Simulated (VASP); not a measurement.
Here is the system:

```xyz
2
Lattice="0.0000 3.0544 3.0544 3.0544 0.0000 3.0544 3.0544 3.0544 0.0000" Properties=species:S:1:pos:R:3 pbc="T T T"
Ga     0.0000     0.0000     0.0000
Sb     1.5272     1.5272     1.5272
```

Calculation: PBEsol GGA, VASP's PBE PAW potentials (set 64) (plane waves; VASP). Run with 480 eV cut-off, 10×10×10 Γ-centred mesh, first-order Methfessel-Paxton smearing of 0.10 eV, potentials Ga_d Sb.

Stress in GPa, positive for a compressed cell; the cube axes lie along x, y and z, and the ions stay on their sites.

```tsv
strain	σxx	σyy	σzz
none	0.14	0.14	0.14
εxx = +0.5 %, εyy = +0.5 %	-0.43	-0.43	-0.22
εxx = -1.5 %, εzz = -1.5 %	2.05	1.35	2.05
εxx = +2.0 %, εyy = +2.0 %, εzz = +2.0 %	-2.56	-2.56	-2.56
```

Question: Fit C11 and C12 to these rows, and predict the stress for εxx = -4.0 %, εyy = -4.0 %, εzz = -4.0 %.

Answer: Least squares on Δσ_i = −C11 ε_i − C12 (ε_j + ε_k) over all components shown gives C11 = 78 GPa and C12 = 32 GPa, and so σxx, σyy, σzz = 5.81, 5.81, 5.81 GPa. The run gave 8.70, 8.70, 8.70 GPa; the difference holds the non-linear terms and numerical noise.

Left out are shears, moved atoms, failed runs and, from the fit, strains over 2.5 %.

The compound is GaSb in the zinc blende structure.
